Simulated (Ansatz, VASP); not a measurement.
# InSbAs2 (alpha-NaFeO2 type (invented)) in two plane-wave programs, part 2 of 2

Aim: how closely do two programs agree when they are given the same cell, functional and k mesh? The cell is generated by rule, not measured, and may not be a known phase. The cell is taken from a series of runs on this material, whose earlier steps may have relaxed, scaled, displaced or heated it; both programs get it as it stands.

VASP 6.6.1 and Ansatz 0.2.0.

So far: Set-up; VASP: relaxation of cell and atoms, LDA.

**3. Ansatz: relaxation of cell and atoms, LDA**

Level of this step: Ansatz beside VASP: Kohn-Sham DFT, plane waves, LDA (Ansatz).

Ansatz runs on its default PAW (the set named soft_2) files.

The same cell, functional (in two slightly different forms), mesh and smearing now go to Ansatz, which takes its cutoff from its data sets.

input.yaml

```yaml
crystal:
  lattice:
    - [1.997577, 1.153301, 6.524058]
    - [-1.997577, 1.153301, 6.524058]
    - [0.0, -2.306603, 6.524058]
  atoms:
    - { symbol: In, position: [1.0, 0.0, 0.0] }
    - { symbol: Sb, position: [0.5, 0.5, 0.5] }
    - { symbol: As, position: [0.25, 0.25, 0.25] }
    - { symbol: As, position: [0.75, 0.75, 0.75] }
kpoints:
  mp_grid: { grid: [12, 12, 12] }
hamiltonian:
  xc: lda
scf:
  occupations: { method: gaussian, width: 0.1 }
output:
  forces: true
  stress: true
  eigenvalues: true
  write_density: true
  write_potential: true
  elf: true
  volumetric_format: npy
relax:
  adjacent_minimum: "off"
  f_tol: 0.005
  max_steps: 80
  cell: { stress_tol: 0.05 }
```

Launch:

```sh
> ansatz run input.yaml --threads 2 --pin off --max-ram 5120MiB --backend cpu --events-out ev --progress --plain --runs-dir out
```

Numbers of over 12 decimals in the logs are rounded to 6 here.

The program printed:

```text
basis.fft_grid_basis auto: the FFT boxes are laid along the combinations [[1, -1, 0], [0, 1, 0], [0, -1, 1]] of the cell's own vectors, 3.995, 6.920 and 3.995 Å long. The dense box has 27×48×27 points. Along the cell's own vectors, as sized, it would have 48×48×48, 3.16 times as many. Of the 12 symmetry operations that the crystal satisfies within crystal.symmetry.tolerance (time reversal apart; of a slab, those that [...]
Engine: ansatz 0.2.0, x86_64-unknown-linux-gnu
Pseudopotentials: kind: paw
Pseudopotential: In, paw, valence charge 13, recommended cutoff 420 eV (normal), In.paw.azcp
Pseudopotential: Sb, paw, valence charge 15, recommended cutoff 420 eV (normal), Sb.paw.azcp
Pseudopotential: As, paw, valence charge 15, recommended cutoff 420 eV (normal), As.paw.azcp
Functional definition: SPW92
  exchange = slater_x
  correlation = pw_c
Crystal: 4 atoms, lattice volume = 90.181 Å³
Basis set: ecut = 420 eV, 1779 PW (Γ), FFT grids on a1−a2, a2, −a2+a3
Bands: 35, of which v1, the nominal top of the filled ones, is band 29 counted from 1 (28 counted from 0)
Symmetry: 12 space group operations
Space group: R-3m (ITA 166), of the structure as read, at distance tolerance 4.5e-5 Å
k-points: 189 of 1728
Non-local potential: In, projectors of the file, l = 0: 2, l = 1: 2, l = 2: 2, l = 3: 2
Non-local potential: Sb, projectors of the file, l = 0: 2, l = 1: 2, l = 2: 2, l = 3: 2
Non-local potential: As, projectors of the file, l = 0: 2, l = 1: 2, l = 2: 3, l = 3: 1
PAW form: soft (Blöchl's): semilocal exchange-correlation on the pseudo side does not see the compensation charge
PAW frozen core: In, regenerated for the run's functional, and the local potential with it (the file was generated under x = pbe(κ = 0.804, μ = 0.219515), c = pbe(β = 0.066725))
PAW frozen core: Sb, regenerated for the run's functional, and the local potential with it (the file was generated under x = pbe(κ = 0.804, μ = 0.219515), c = pbe(β = 0.066725))
PAW frozen core: As, regenerated for the run's functional, and the local potential with it (the file was generated under x = pbe(κ = 0.804, μ = 0.219515), c = pbe(β = 0.066725))
PAW one-centre angular grid: In, 590 points (default); XC on 64 Gauss nodes
PAW one-centre angular grid: Sb, 590 points (default); XC on 64 Gauss nodes
PAW one-centre angular grid: As, 590 points (default); XC on 64 Gauss nodes
Initial density: superposition of atomic densities (neutral atoms: chi_scale 0, normalization atom), corrected by the library's trained network
Initial wavefunctions: pseudopotential atomic-orbital guess
Functional: x = slater, c = lda
SCF iter   1: F=—  HF=-21340.488367 eV  |F-HF|=—  |Δ(HF+E_count)|=         —  Δρ=6.65e-3  dr2=2.35e-2  ethr=1.77e-3  ⟨swp⟩=6.6  Hψ=27447  notcnv=0  defer=8
preconditioner: auto → Kerker (q_TF=auto, 2.535 Å⁻¹)  [metal: Δε(μ)=0.051 eV  Ē_g=12.107 eV  σ=0.100 eV  W_gap=0.27  n_scr=28 (ndim 8)  ℏωp=20.7 eV  f_vac=0.000  D(μ)=1.01/eV (n_scr^D=2)]
SCF iter   2: F=—  HF=-21340.479645 eV  |F-HF|=—  |Δ(HF+E_count)|=   8.72e-3  Δρ=3.64e-3  dr2=7.89e-3  ethr=4.06e-5  ⟨swp⟩=2.3  Hψ=10805  notcnv=0  defer=12
SCF iter   3: F=—  HF=-21340.477317 eV  |F-HF|=—  |Δ(HF+E_count)|=   2.33e-3  Δρ=6.95e-4  dr2=8.78e-4  ethr=1.36e-5  ⟨swp⟩=2.0  Hψ=8283  notcnv=0  defer=12
SCF iter   4: F=—  HF=-21340.477094 eV  |F-HF|=—  |Δ(HF+E_count)|=   2.23e-4  Δρ=2.81e-4  dr2=2.08e-4  ethr=1.51e-6  ⟨swp⟩=2.0  Hψ=11840  notcnv=0  defer=12
SCF iter   5: F=—  HF=-21340.477041 eV  |F-HF|=—  |Δ(HF+E_count)|=   5.38e-5  Δρ=8.07e-5  dr2=2.90e-5  ethr=3.58e-7  ⟨swp⟩=2.8  Hψ=11627  notcnv=0  defer=12
SCF iter   6: F=—  HF=-21340.477035 eV  |F-HF|=—  |Δ(HF+E_count)|=   5.13e-6  Δρ=4.32e-5  dr2=4.14e-6  ethr=5.00e-8  ⟨swp⟩=2.0  Hψ=11845  notcnv=0  defer=12
SCF iter   7: F=—  HF=-21340.477034 eV  |F-HF|=—  |Δ(HF+E_count)|=   1.73e-6  Δρ=1.62e-5  dr2=6.10e-7  ethr=7.13e-9  ⟨swp⟩=2.0  Hψ=11840  notcnv=0  defer=12
SCF iter   8: F=-21340.477034 eV  HF=-21340.477034 eV  |F-HF|=1.65e-8  |Δ(HF+E_count)|=   8.33e-8  Δρ=4.26e-6  dr2=2.40e-8  ethr=1.72e-10  ⟨swp⟩=11.3  Hψ=47048  notcnv=0
SCF 1 converged in 8 iterations: F = -21340.477034 eV  dr2 = 2.40e-8
[...]
preconditioner: auto → Kerker (q_TF=auto, 2.528 Å⁻¹)  [metal: Δε(μ)=0.040 eV  Ē_g=12.037 eV  σ=0.100 eV  W_gap=0.22  n_scr=28 (ndim 8)  ℏωp=20.5 eV  f_vac=0.000  D(μ)=1.12/eV (n_scr^D=2)]
SCF iter   2: F=—  HF=-21340.472161 eV  |F-HF|=—  |Δ(HF+E_count)|=   2.43e-4  Δρ=8.18e-4  dr2=5.38e-4  ethr=2.53e-6  ⟨swp⟩=1.0  Hψ=6615  notcnv=0
SCF iter   3: F=—  HF=-21340.472087 eV  |F-HF|=—  |Δ(HF+E_count)|=   7.43e-5  Δρ=1.55e-4  dr2=2.77e-5  ethr=9.27e-7  ⟨swp⟩=2.0  Hψ=12072  notcnv=0
SCF iter   4: F=—  HF=-21340.472078 eV  |F-HF|=—  |Δ(HF+E_count)|=   9.30e-6  Δρ=8.08e-5  dr2=7.65e-6  ethr=4.78e-8  ⟨swp⟩=2.0  Hψ=12093  notcnv=0
SCF iter   5: F=—  HF=-21340.472077 eV  |F-HF|=—  |Δ(HF+E_count)|=   1.15e-6  Δρ=2.44e-5  dr2=1.11e-6  ethr=1.32e-8  ⟨swp⟩=3.0  Hψ=12259  notcnv=0
SCF iter   6: F=-21340.472076 eV  HF=-21340.472077 eV  |F-HF|=1.28e-7  |Δ(HF+E_count)|=   9.17e-8  Δρ=8.80e-6  dr2=1.88e-7  ethr=6.90e-10  ⟨swp⟩=9.9  Hψ=47916  notcnv=0
SCF 2 converged in 6 iterations: F = -21340.472076 eV  dr2 = 1.88e-7
relax step   2: F+E_penalty+E_count = -21340.47207642 eV  Δ(F+E_penalty+E_count) = +4.957e-3 eV  max|allowed force component| = 1.932e-1 eV/Å  Δτ_max = 0.0404 Å  P = -0.793 GPa  Ω = 91.562 Å³  energy of the carried Pulay correction = -3.201e-4 eV  (6 SCF iters, dr2 threshold 4.00e-7 eV, rejected (line search))
[...]
relax step   3: F+E_penalty+E_count = -21340.47981870 eV  Δ(F+E_penalty+E_count) = -2.785e-3 eV  max|allowed force component| = 2.973e-3 eV/Å  Δτ_max = 0.0156 Å  P = -0.027 GPa  Ω = 90.743 Å³  energy of the carried Pulay correction = -1.309e-4 eV  (10 SCF iters, accepted)
[...]
relax step   4: F+E_penalty+E_count = -21340.47995369 eV  Δ(F+E_penalty+E_count) = -1.350e-4 eV  max|allowed force component| = 2.972e-3 eV/Å  Δτ_max = 0.0000 Å  P = -0.028 GPa  Ω = 90.743 Å³  stress off target by 3.02e-2 GPa  SCF on the basis re-selected at this cell (its energy is not comparable with the rows above)  (4 SCF iters)
basis re-selected at this cell: Δ(F+E_penalty+E_count) = -1.350e-4 eV, ΔP = -0.000 GPa vs the last step (what re-selecting the basis moved, of the pressure what is left beyond the Pulay correction that the steps carried, after the strain that the cell walked since its last selection, with what the two solves' SCF thresholds leave and, on support functions, any second-order correction that the steps lacked; it is no m [...]
SCF converged after 4 iterations
Free energy (F): -21340.479954 eV
Harris-Foulkes:  -21340.479954 eV  (|F-HF|=2.55e-11)
Internal energy: -21340.474674 eV  (E = F + TS)
E sigma→0 (E₀):  -21340.477314 eV
Entropy (-TS):   -0.005280 eV (-1.320 meV/atom)
Fermi energy:    11.139786 eV
--- Per-component energies (eV) ---
  E_band       = -605.556695
  E_kinetic    = 661.101229
  E_local      = -5776.348226  (includes V_loc(G=0)·N_el)
  E_nonlocal   = -594.519024
  E_hartree    = 2903.303648
  E_xc         = -511.569364
  E_vxc        = -360.372414  (∫ρ·V_xc dr)
  E_paw        = -11947.738776  (= ΣΔE_a)
  E_vpaw       = -342.025196  (= ΣTr[D̂ρ^β])
  E_aug_tail   = 0.000040  (compensation charges beyond the density's cutoff)
  E_ewald      = -6079.698020
  E_core_change = 4.993820  (= ΣΔE_core)
  E_smearing   = -0.005280  (= −TS)
  E_closure    = -0.000000  (closes the sum)
  Σ components = -21340.479954   (vs F -21340.479954, Δ=0.00e0)
--- Forces (eV/Å), atoms counted from 1 ---
  atom   1  In     0.00000000     0.00000000    -0.00000000
  atom   2  Sb     0.00000000     0.00000000    -0.00000000
  atom   3  As     0.00000000     0.00000000    -0.00297191
  atom   4  As     0.00000000    -0.00000000     0.00297191
  max |Σ_I F_I| component: 8.41e-30 eV/Å
--- Stress (GPa, compression-positive) ---
       -0.030213       0.000000      -0.000000
        0.000000      -0.030213      -0.000000
       -0.000000      -0.000000      -0.022253
  P = ⅓ Tr σ = -0.0276 GPa (-0.276 kbar)
--- Band table (eV; the first three rows and the last of 189) ---
  k-point 0: bands = [... 25 lower, 9.7267, 9.7931, 10.5998, 10.5998, 11.9871, 12.3284, 12.3284, 13.9615, ... 2 higher]
  k-point 1: bands = [... 25 lower, 9.5538, 9.8256, 10.4057, 10.6126, 11.7373, 12.6745, 12.8317, 14.7799, ... 2 higher]
  k-point 2: bands = [... 25 lower, 9.1573, 9.6460, 10.0423, 10.9761, 11.7807, 13.3831, 13.5841, 14.5065, ... 2 higher]
  k-point 188: bands = [... 25 lower, 9.7340, 10.3531, 10.3531, 11.4623, 11.5885, 13.2088, 13.2088, 14.7907, ... 2 higher]
--- Relaxed structure (3 steps of the walk, 2 accepted, 1 SCFs on fresh bases) ---
  F+E_penalty+E_count = -21340.47995369 eV   max|allowed force component| = 2.972e-3 eV/Å   (the final SCF, on the basis selected at the relaxed cell)
  cell:  # Å, volume = 90.7431 Å³
    - [1.999861, 1.154620, 6.549735]
    - [-1.999861, 1.154620, 6.549735]
    - [0, -2.309240, 6.549734]
  atoms:
    - { symbol: In, position: [1.0, 5.551115123125783e-17, 5.551115123125783e-17] }
    - { symbol: Sb, position: [0.5, 0.5, 0.500000] }
    - { symbol: As, position: [0.250795, 0.250795, 0.250795] }
    - { symbol: As, position: [0.749205, 0.749205, 0.749205] }
```

**4. Differences**

Known differences besides the potentials themselves: the data sets hold 58 valence electrons in Ansatz (on its default PAW (the set named soft_2) files) and 28 in VASP; the cutoff is 420 eV in Ansatz and 500 eV in VASP; VASP's log shows a relativistic correction to its local exchange, Ansatz's none; Ansatz adds a Pulay correction to the stress that steers its cell, VASP none. Total energies have different zeros and are not compared.

Compared:

```
                                         quantity  Ansatz   VASP  difference
                                      volume (Å³)   90.74  90.96     -0.23 %
edge a after relaxation, in the typed setting (Å)   6.945  6.952     -0.10 %
```

**5. Outcome**

* difference in volume (relaxation of cell and atoms, LDA): -0.23 %

**Reading.** The difference in volume is -0.23 % (relaxation of cell and atoms, LDA), within the 1.2 % picked in this series as the mark of a large difference, as far as the stopping tolerances let one tell. The data sets hold unlike numbers of valence electrons (58 in Ansatz and 28 in VASP), so part of the differences comes from the potentials. How closely two codes agree says nothing of how well the functional describes the real material.

[Lines on the potential files, build, host, timing and source positions are cut from VASP's logs without a mark.]

[Logs are printed without paths, hosts, clocks, repeated set-up lines and the standing remarks that a program may print on its own settings, such as how far it seeks lower states.]

[Hosts, paths, dates, database ids (printed as entryN), source tags and the programs' standing remarks are cut or masked in the printed files.]
